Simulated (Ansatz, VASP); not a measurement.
## Cross-check of InSe between VASP and Ansatz

One calculation is typed for both programs; each brings its own data sets. How far apart do they land? Of the first pair: The structure shown is the start of the Ansatz relaxation below; VASP solves that cell, so the two are compared at the walk's first step.

Method: plane waves, with VASP 6.6.1 beside it; single point at LDA, in Ansatz 0.2.0.

## Step 1: Set-up

The structure is trigonal, space group R3m (No. 160). Conventional cell: a = 3.836 Å, b = 3.836 Å, c = 23.548 Å, α = 90.00°, β = 90.00°, γ = 120.00°. In has 3 Se at 2.53 Å and 1 In at 2.65 Å nearest. Nearest to Se lie 3 In at 2.53 Å. Se has 3 In at 2.53 Å nearest. Farther neighbours and most contacts between anions are not listed.

## Step 2: Ansatz: relaxation, LDA

Ansatz runs on its default PAW (the set named soft_2) files.

The two programs are compared at the cell with which this relaxation starts, whose forces are those of its first step.

Contents of input.yaml:

```yaml
crystal:
  lattice:
    - [1.9180974696, 1.1074142455, 7.8492524907]
    - [-1.9180974696, 1.1074142455, 7.8492524907]
    - [0.0, -2.2148280257, 7.8492525563]
  atoms:
    - { symbol: In, position: [1.0005292753, 0.0005292753, 0.0005292753] }
    - { symbol: In, position: [0.8881011575, 0.8881011575, 0.8881011575] }
    - { symbol: Se, position: [0.3858522647, 0.3858522647, 0.3858522647] }
    - { symbol: Se, position: [0.1695173024, 0.1695173024, 0.1695173024] }
kpoints:
  mp_grid: { grid: [12, 12, 12] }
hamiltonian:
  xc: lda
scf:
  occupations: { method: gaussian, width: 0.02 }
output:
  forces: true
  stress: true
  eigenvalues: true
relax:
  adjacent_minimum: "off"
  f_tol: 0.001
  max_steps: 60
  cell: { stress_tol: 0.02, fix: [volume] }
```

Run with:

```
$ ansatz run input.yaml --threads 4 --pin off --max-ram 8192MiB --backend cpu --events-out ev --progress --plain --runs-dir out
```

Numbers of over 12 decimals in the logs are rounded to 6 here.

What it wrote:

```text
basis.fft_grid_basis auto: the FFT boxes are laid along the combinations [[1, 0, -1], [0, 1, -1], [0, 0, 1]] of the cell's own vectors, 3.836, 3.836 and 8.156 Å long. The dense box has 27×27×60 points. Along the cell's own vectors, as sized, it would have 60×60×60, 4.94 times as many. Of the 6 symmetry operations that the crystal satisfies within crystal.symmetry.tolerance (time reversal apart; of a slab, those that  [...]
Engine: ansatz 0.2.0, aarch64-unknown-linux-gnu
Pseudopotentials: kind: paw
Pseudopotential: In, paw, valence charge 13, recommended cutoff 420 eV (normal), In.paw.azcp
Pseudopotential: Se, paw, valence charge 16, recommended cutoff 420 eV (normal), Se.paw.azcp
Functional definition: SPW92
  exchange = slater_x
  correlation = pw_c
Crystal: 4 atoms, lattice volume = 100.037 Å³
Basis set: ecut = 420 eV, 1959 PW (Γ), FFT grids on a1−a3, a2−a3, a3
Bands: 35, of which v1, the nominal top of the filled ones, is band 29 counted from 1 (28 counted from 0)
Symmetry: 6 space group operations
Space group: R3m (ITA 160), of the structure as read, at distance tolerance 4.6e-5 Å
k-points: 189 of 1728 (time reversal used)
Non-local potential: In, projectors of the file, l = 0: 2, l = 1: 2, l = 2: 2, l = 3: 2
Non-local potential: Se, projectors of the file, l = 0: 2, l = 1: 2, l = 2: 3, l = 3: 1
PAW form: soft (Blöchl's): semilocal exchange-correlation on the pseudo side does not see the compensation charge
PAW frozen core: In, regenerated for the run's functional, and the local potential with it (the file was generated under x = pbe(κ = 0.804, μ = 0.219515), c = pbe(β = 0.066725))
PAW frozen core: Se, regenerated for the run's functional, and the local potential with it (the file was generated under x = pbe(κ = 0.804, μ = 0.219515), c = pbe(β = 0.066725))
PAW one-centre angular grid: In, 590 points (default); XC on 64 Gauss nodes
PAW one-centre angular grid: Se, 590 points (default); XC on 64 Gauss nodes
Initial density: superposition of atomic densities (neutral atoms: chi_scale 0, normalization atom), corrected by the library's trained network
Initial wavefunctions: pseudopotential atomic-orbital guess
Functional: x = slater, c = lda
SCF iter   1: F=—  HF=-21682.530710 eV  |F-HF|=—  |Δ(HF+E_count)|=         —  Δρ=7.39e-3  dr2=6.67e-2  ethr=1.77e-3  ⟨swp⟩=7.0  Hψ=29414  notcnv=0  defer=2
preconditioner: auto → Resta (q_TF=auto, 2.491 Å⁻¹)  ε∞=3.5  [insulator: Δε(μ)=0.471 eV  Ē_g=14.395 eV  σ=0.020 eV  W_gap=1.00  n_scr=30 (ndim 8)  ℏωp=22.9 eV  f_vac=0.038  D(μ)=0.00/eV (n_scr^D=0)  ε∞_Penn≈3.5]
SCF iter   2: F=—  HF=-21682.514108 eV  |F-HF|=—  |Δ(HF+E_count)|=   1.66e-2  Δρ=3.07e-3  dr2=5.36e-3  ethr=1.15e-4  ⟨swp⟩=3.5  Hψ=12177  notcnv=0  defer=226
SCF iter   3: F=—  HF=-21682.512830 eV  |F-HF|=—  |Δ(HF+E_count)|=   1.28e-3  Δρ=9.65e-4  dr2=6.46e-4  ethr=9.23e-6  ⟨swp⟩=2.0  Hψ=10843  notcnv=0  defer=226
SCF iter   4: F=—  HF=-21682.512735 eV  |F-HF|=—  |Δ(HF+E_count)|=   9.56e-5  Δρ=2.49e-4  dr2=5.14e-5  ethr=1.11e-6  ⟨swp⟩=2.5  Hψ=9593  notcnv=0  defer=226
SCF iter   5: F=—  HF=-21682.512730 eV  |F-HF|=—  |Δ(HF+E_count)|=   4.86e-6  Δρ=4.79e-5  dr2=2.48e-6  ethr=8.87e-8  ⟨swp⟩=2.0  Hψ=11870  notcnv=0  defer=226
SCF iter   6: F=—  HF=-21682.512730 eV  |F-HF|=—  |Δ(HF+E_count)|=   9.64e-9  Δρ=1.78e-5  dr2=3.30e-7  ethr=4.27e-9  ⟨swp⟩=2.0  Hψ=11870  notcnv=0  defer=226
SCF iter   7: F=-21682.512730 eV  HF=-21682.512730 eV  |F-HF|=3.23e-9  |Δ(HF+E_count)|=   3.33e-8  Δρ=4.28e-6  dr2=2.44e-8  ethr=1.72e-10  ⟨swp⟩=9.0  Hψ=28652  notcnv=0
SCF 1 converged in 7 iterations: F = -21682.512730 eV  dr2 = 2.44e-8
  greatest PAW one-centre occupation: 1.000 electrons in one spin orbital (limit 2), on the Se atom at site 3 (counted from 0), in its partial waves of l = 2
relax step   1: F+E_penalty+E_count = -21682.51272996 eV  Δ(F+E_penalty+E_count) = +0.000e0 eV  max|allowed force component| = 9.051e-1 eV/Å  Δτ_max = 0.0000 Å  P = +7.643 GPa  Ω = 100.037 Å³  fix = [volume]  reactions: volume +7.643 GPa  (7 SCF iters, dr2 threshold 1.00e-7 eV, accepted)
[...]
relax step   3: F+E_penalty+E_count = -21682.61038321 eV  Δ(F+E_penalty+E_count) = -4.159e-2 eV  max|allowed force component| = 3.867e-2 eV/Å  Δτ_max = 0.0762 Å  P = +4.761 GPa  Ω = 100.037 Å³  energy of the carried Pulay correction = +1.522e-17 eV  fix = [volume]  reactions: volume +4.761 GPa  (6 SCF iters, dr2 threshold 4.00e-7 eV, accepted)
[...]
relax step   4: F+E_penalty+E_count = -21682.61045911 eV  Δ(F+E_penalty+E_count) = -7.590e-5 eV  max|allowed force component| = 1.345e-2 eV/Å  Δτ_max = 0.0009 Å  P = +4.759 GPa  Ω = 100.037 Å³  fix = [volume]  reactions: volume +4.759 GPa  (4 SCF iters, dr2 threshold 9.35e-8 eV, accepted)
[...]
relax step   5: F+E_penalty+E_count = -21682.61046888 eV  Δ(F+E_penalty+E_count) = -9.770e-6 eV  max|allowed force component| = 1.957e-4 eV/Å  Δτ_max = 0.0004 Å  P = +4.751 GPa  Ω = 100.037 Å³  energy of the carried Pulay correction = +7.608e-18 eV  fix = [volume]  reactions: volume +4.751 GPa  (4 SCF iters, dr2 threshold 1.13e-8 eV, accepted)
[...]
relax step   6: F+E_penalty+E_count = -21682.61047096 eV  Δ(F+E_penalty+E_count) = -2.076e-6 eV  max|allowed force component| = 2.249e-4 eV/Å  Δτ_max = 0.0000 Å  P = +4.748 GPa  Ω = 100.037 Å³  fix = [volume]  reactions: volume +4.748 GPa  stress off target by 4.51e-4 GPa on what of the cell is left free  SCF on the basis re-selected at this cell (its energy is not comparable with the rows above)  (6 SCF iters)
basis re-selected at this cell: Δ(F+E_penalty+E_count) = -2.076e-6 eV, ΔP = -0.002 GPa vs the last step (what re-selecting the basis moved, of the pressure what is left beyond the Pulay correction that the steps carried, after the strain that the cell walked since its last selection, with what the two solves' SCF thresholds leave and, on support functions, any second-order correction that the steps lacked; it is no measure of the basis error at this ecutwfc). The dense FFT grid was sized anew with the basis: this SCF ran on 27×27×54 points, the steps before it on 27×27×60, so part of this shift can come from that change (see relax.cell in the input reference). [rest of the remark cut]
SCF converged after 6 iterations
Free energy (F): -21682.610471 eV
Harris-Foulkes:  -21682.610471 eV  (|F-HF|=3.64e-12)
Internal energy: -21682.610471 eV  (E = F + TS)
E sigma→0 (E₀):  -21682.610471 eV
Fermi energy:    9.450694 eV
--- Per-component energies (eV) ---
  E_band       = -822.365486
  E_kinetic    = 731.250247
  E_local      = -7389.548088  (includes V_loc(G=0)·N_el)
  E_nonlocal   = -437.925122
  E_hartree    = 3427.997162
  E_xc         = -636.843022
  E_vxc        = -402.493056  (∫ρ·V_xc dr)
  E_paw        = -11684.810083  (= ΣΔE_a)
  E_vpaw       = -179.642650  (= ΣTr[D̂ρ^β])
  E_aug_tail   = -0.001146  (compensation charges beyond the density's cutoff)
  E_ewald      = -5697.734217
  E_core_change = 5.003797  (= ΣΔE_core)
  E_smearing   = -0.000000  (= −TS)
  E_closure    = 0.000000  (closes the sum)
  Σ components = -21682.610471   (vs F -21682.610471, Δ=0.00e0)
--- Forces (eV/Å), atoms counted from 1 ---
  atom   1  In     0.00000000     0.00000000     0.00022482
  atom   2  In     0.00000000    -0.00000000    -0.00009208
  atom   3  Se     0.00000000    -0.00000000    -0.00011082
  atom   4  Se     0.00000000    -0.00000000    -0.00002224
  max |Σ_I F_I| component: 3.15e-7 eV/Å
--- Stress (GPa, compression-positive) ---
        4.748529       0.000000      -0.000000
        0.000000       4.748529      -0.000000
       -0.000000      -0.000000       4.747853
  P = ⅓ Tr σ = 4.7483 GPa (47.483 kbar)
--- Band table (eV; the first three rows and the last of 189) ---
  k-point 0: bands = [... 25 lower, 7.6289, 7.6289, 8.0469, 8.0469, 11.4108, 11.6392, 13.6266, 13.6266, ... 2 higher]
  k-point 1: bands = [... 25 lower, 7.5046, 7.5069, 7.8817, 7.9747, 11.6387, 11.9177, 13.1632, 13.6859, ... 2 higher]
  k-point 2: bands = [... 25 lower, 7.2209, 7.2673, 7.7641, 7.9459, 11.6061, 11.9351, 13.0911, 13.5314, ... 2 higher]
  k-point 188: bands = [... 25 lower, 7.5535, 8.1429, 8.1429, 9.1656, 9.6949, 11.6539, 13.4228, 13.4228, ... 2 higher]
--- Relaxed structure (5 steps of the walk, 5 accepted, 1 SCFs on fresh bases) ---
  F+E_penalty+E_count = -21682.61047096 eV   max|allowed force component| = 2.249e-4 eV/Å   (the final SCF, on the basis selected at the relaxed cell)
  cell:  # Å, volume = 100.0369 Å³
    - [1.929084, 1.113758, 7.760098]
    - [-1.929084, 1.113758, 7.760098]
    - [-9.336555713893095e-19, -2.227515, 7.760098]
  atoms:
    - { symbol: In, position: [1.001759, 0.00175858, 0.00175858] }
    - { symbol: In, position: [0.886727, 0.886727, 0.886727] }
    - { symbol: Se, position: [0.391102, 0.391102, 0.391102] }
    - { symbol: Se, position: [0.164412, 0.164412, 0.164412] }
```

## Step 3: VASP: single point, LDA, start cell, pair 1

The same cell, functional (in two slightly different forms), mesh and smearing now go to VASP, with its own data sets.

Lines of VASP's logs that name or quote its potential files are left out, and so is its time.

Contents of INCAR:

```
SYSTEM = InSe
PREC = Accurate
ENCUT = 400
EDIFF = 1E-06
NELM = 120
ISMEAR = 0
SIGMA = 0.02
LREAL = .FALSE.
ALGO = Normal
GGA = PW92
NBANDS = 25
LORBIT = 11
LWAVE = .FALSE.
LCHARG = .FALSE.
ISIF = 2
LASPH = .TRUE.
GGA_COMPAT = .FALSE.
EFERMI = MIDGAP
KPAR = 2
```

Contents of POSCAR:

```
InSe
1.0
    1.9180970000      1.1074140000      7.8492520000
   -1.9180970000      1.1074140000      7.8492520000
    0.0000000000     -2.2148280000      7.8492530000
In Se
2 2
Direct
    0.0005293073      0.0005293073      0.0005293073
    0.8881011894      0.8881011894      0.8881011894
    0.3858522916      0.3858522916      0.3858522916
    0.1695172920      0.1695172920      0.1695172920
```

Contents of KPOINTS:

```
Automatic mesh
0
Gamma
12 12 12
0 0 0
```

The projector-augmented-wave data sets are In_d and Se (LDA family, release 64).

Run with:

```
$ mpirun -np 2 vasp_std
```

What it wrote:

```text
[banner, memory and clock lines left out]
running    2 mpi-ranks, on    1 nodes
 distrk:  each k-point on    1 cores,    2 groups
 distr:  one band on    1 cores,    1 groups

 POSCAR found type information on POSCAR InSe
 POSCAR found :  2 types and       4 ions
|                                                                             |
|               ----> ADVICE to this user running VASP <----                  |
|                                                                             |
|     You enforced a specific xc type in the INCAR file but a different       |
|     [... a line on the potential file left out ...]
|     I HOPE YOU KNOW WHAT YOU ARE DOING!                                     |
|                                                                             |

 LDA part: xc-table for (Slater(with rela. corr.)+PW92), standard interpolation
 POSCAR, INCAR and KPOINTS ok, starting setup
 FFT: planning ... GRIDC
 FFT: planning ... GRID_SOFT
 FFT: planning ... GRID
 WAVECAR not read
 entering main loop
       N       E                     dE             d eps       ncg     rms          rms(c)
DAV:   1     0.313254482676E+03    0.31325E+03   -0.15310E+04  9466   0.148E+03
DAV:   2     0.175782340137E+02   -0.29568E+03   -0.28927E+03  9730   0.375E+02
DAV:   3    -0.156214733244E+02   -0.33200E+02   -0.32605E+02 12099   0.143E+02
DAV:   4    -0.168696944122E+02   -0.12482E+01   -0.12461E+01 11056   0.296E+01
DAV:   5    -0.169267622327E+02   -0.57068E-01   -0.57062E-01 15237   0.572E+00    0.858E+00
DAV:   6    -0.164732646889E+02    0.45350E+00   -0.83065E-01 12894   0.156E+01    0.511E+00
DAV:   7    -0.164113380828E+02    0.61927E-01   -0.41404E-01 13830   0.543E+00    0.102E+00
DAV:   8    -0.164067408300E+02    0.45973E-02   -0.41982E-02 14481   0.254E+00    0.758E-01
DAV:   9    -0.164060111946E+02    0.72964E-03   -0.45311E-03 10558   0.363E-01    0.242E-01
DAV:  10    -0.164059366130E+02    0.74582E-04   -0.40231E-04 15202   0.231E-01    0.104E-01
DAV:  11    -0.164059465922E+02   -0.99792E-05   -0.12370E-04 13259   0.105E-01    0.205E-02
DAV:  12    -0.164059409033E+02    0.56889E-05   -0.21673E-05 11788   0.381E-02    0.156E-02
DAV:  13    -0.164059414172E+02   -0.51386E-06   -0.26676E-06  9100   0.101E-02
   1 F= -.16405941E+02 E0= -.16405941E+02  d E =-.280801E-76
```

From OUTCAR (step 3):

```text
ion  position               nearest neighbor table
   1  0.001  0.001  0.001-   3 2.53   3 2.53   3 2.53   2 2.65
   2  0.888  0.888  0.888-   4 2.53   4 2.53   4 2.53   1 2.65
   3  0.386  0.386  0.386-   1 2.53   1 2.53   1 2.53
   4  0.170  0.170  0.170-   2 2.53   2 2.53   2 2.53

  LATTYP: Found a trigonal (rhomboedric) cell.
 ALAT       =     8.1557475947
 COS(alpha) =     0.8893774601

 Subroutine GETGRP returns: Found  6 space group operations
 (whereof  6 operations were pure point group operations)

The static configuration has the point symmetry C_3v.

 Found    189 irreducible k-points:

   k-points           NKPTS =    189   k-points in BZ     NKDIM =    189   number of bands    NBANDS=     25

   dimension x,y,z NGX =    54 NGY =   54 NGZ =   54
   dimension x,y,z NGXF=   108 NGYF=  108 NGZF=  108

   ENCUT  =  400.0 eV  29.40 Ry    5.42 a.u.  13.30 13.30 13.30*2*pi/ulx,y,z

   NELECT =      38.0000    total number of electrons

 k-points in reciprocal lattice and weights: Automatic mesh
   0.00000000  0.00000000  0.00000000       0.001
   0.08333333  0.00000000  0.00000000       0.003
   0.16666667  0.00000000  0.00000000       0.003
   0.25000000  0.00000000  0.00000000       0.003
   0.33333333  0.00000000  0.00000000       0.003
   0.41666667  0.00000000  0.00000000       0.003
   0.50000000  0.00000000  0.00000000       0.002
   0.08333333  0.08333333  0.00000000       0.003
   0.16666667  0.08333333  0.00000000       0.007
[...]
-0.41666667  0.50000000  0.41666667       0.003
   0.50000000  0.50000000  0.50000000       0.001

 average (electrostatic) potential at core
       1 -95.2217       2 -95.2161       3 -58.9096       4 -58.9053

 E-fermi :   6.0498

 k-point     1 :       0.0000    0.0000    0.0000
  band No.  band energies     occupation
    ...
     15       3.6959      2.00000
     16       4.1403      2.00000
     17       4.1403      2.00000
     18       4.3358      2.00000
     19       4.3358      2.00000
     20       7.7096      0.00000
     21       7.9202      0.00000
     22      10.0464      0.00000
     23      10.0464      0.00000
     24      10.9634      0.00000
    ...

 k-point     2 :       0.0833    0.0000    0.0000
  band No.  band energies     occupation
    ...
     15       3.3867      2.00000
     16       3.9258      2.00000
     17       4.0174      2.00000
     18       4.2467      2.00000
     19       4.2629      2.00000
     20       7.9410      0.00000
     21       8.3549      0.00000
     22       9.6180      0.00000
     23      10.1404      0.00000
     24      10.7495      0.00000
    ...

 k-point     3 :       0.1667    0.0000    0.0000
  band No.  band energies     occupation
    ...
     15       2.4647      2.00000
     16       3.6210      2.00000
     17       3.7281      2.00000
     18       3.9991      2.00000
     19       4.3689      2.00000
     20       8.1888      0.00000
     21       8.3809      0.00000
     22       9.6239      0.00000
     23      10.1110      0.00000
     24      10.3580      0.00000
    ...

  Total        4.9151946      4.9151962      4.7882202      0.0000000     -0.0000015      0.0000000
  in kB       78.7211047     78.7211304     76.6874999      0.0000000     -0.0000237      0.0000000
  external PRESSURE =      78.0432450 kB  Pullay stress =       0.0000000 kB

  energy-cutoff  :      400.00
  volume of cell :      100.04
      direct lattice vectors                 reciprocal lattice vectors
     1.918097000  1.107414000  7.849252000     0.260675034  0.150500789  0.042466890
    -1.918097000  1.107414000  7.849252000    -0.260675034  0.150500789  0.042466890
     0.000000000 -2.214828000  7.849253000     0.000000000 -0.301001540  0.042466890

 POSITION                                       TOTAL-FORCE (eV/Angst)
 -----------------------------------------------------------------------------------
      0.00000      0.00000      0.01246         0.000000      0.000000     -0.422506
      0.00000      0.00000     20.91279         0.000000      0.000000      0.410400
      0.00000      0.00000      9.08596         0.000000      0.000000      0.933874
      0.00000      0.00000      3.99175         0.000000     -0.000000     -0.921767
 -----------------------------------------------------------------------------------
    total drift:                                0.000000      0.000010      0.000063

  FREE ENERGIE OF THE ION-ELECTRON SYSTEM (eV)
  ---------------------------------------------------
  free  energy   TOTEN  =       -16.4059414172 eV

  energy  without entropy=      -16.4059414172  energy(sigma->0) =      -16.40594142

 total charge
# of ion       s       p       d       tot
------------------------------------------
    1        0.882   0.813   9.902  11.598
    2        0.882   0.817   9.902  11.601
    3        1.478   2.396   0.034   3.907
    4        1.477   2.397   0.035   3.909
--------------------------------------------------
tot          4.719   6.422  19.873  31.015

[... 3 further parts left out ...]
```

The run ends at a pressure of 7.80 GPa, with forces up to 0.93 eV/Å.

## Step 4: Side by side

Known differences besides the potentials themselves: the data sets hold 58 valence electrons in Ansatz (on its default PAW (the set named soft_2) files) and 38 in VASP; the cutoff is 420 eV in Ansatz and 400 eV in VASP; VASP's log shows a relativistic correction to its local exchange, Ansatz's none. Total energies have different zeros and are not compared.

Forces (eV/Å; atoms numbered as in POSCAR):

| atom | Ansatz x, y, z | VASP x, y, z |
| --- | --- | --- |
| In1 | 0.000, 0.000, -0.411 | 0.000, 0.000, -0.423 |
| In2 | 0.000, 0.000, 0.399 | 0.000, 0.000, 0.410 |
| Se3 | 0.000, 0.000, 0.905 | 0.000, 0.000, 0.934 |
| Se4 | 0.000, 0.000, -0.893 | 0.000, 0.000, -0.922 |

The forces differ by 13 meV/Å r.m.s., which is 3.0 % of the r.m.s. force of 0.415 eV/Å (both taken over all components).

## Step 5: Further runs

Further runs change the set-up of one program: Ansatz's method, potentials or start, or VASP's data sets, cutoff or form of LDA. The table gives that difference for each run.

| run | r.m.s. force difference (meV/Å) |
| --- | --- |
| as above | 13 |
| VASP with the data sets In_sv_GW and Se and a cutoff of 520 eV | 14 |

## Step 6: Ansatz: relaxation, LDA

This run makes the geometry at which the two programs are then compared.

The structure compared here is the end of the Ansatz relaxation.

input.yaml is that of step 2.

Run with:

```
$ ansatz run input.yaml --threads 4 --pin off --max-ram 8192MiB --backend cpu --events-out ev --progress --plain --runs-dir out
```

What it wrote:

```text
[...]
Crystal: 4 atoms, lattice volume = 100.037 Å³
Basis set: ecut = 420 eV, 1959 PW (Γ), FFT grids on a1−a3, a2−a3, a3
Bands: 35, of which v1, the nominal top of the filled ones, is band 29 counted from 1 (28 counted from 0)
Symmetry: 6 space group operations
[...]
k-points: 189 of 1728 (time reversal used)
[...]
cell:  # Å, volume = 100.0369 Å³
    - [1.929084, 1.113758, 7.760098]
    - [-1.929084, 1.113758, 7.760098]
    - [-9.336555713893095e-19, -2.227515, 7.760098]
  atoms:
    - { symbol: In, position: [1.001759, 0.00175858, 0.00175858] }
    - { symbol: In, position: [0.886727, 0.886727, 0.886727] }
    - { symbol: Se, position: [0.391102, 0.391102, 0.391102] }
    - { symbol: Se, position: [0.164412, 0.164412, 0.164412] }
[key lines of the parts left out:]
SCF converged after 6 iterations
Free energy (F): -21682.610471 eV
Fermi energy:    9.450694 eV
P = ⅓ Tr σ = 4.7483 GPa (47.483 kbar)
```

(Part 1 of 2 ends here.)

[Lines on the potential files, build, host, timing and source positions are cut from VASP's logs without a mark.]

[Logs are printed without paths, hosts, clocks, repeated set-up lines and the standing remarks that a program may print on its own settings, such as how far it seeks lower states.]

[Hosts, paths, dates, database ids (printed as entryN), source tags and the programs' standing remarks are cut or masked in the printed files.]
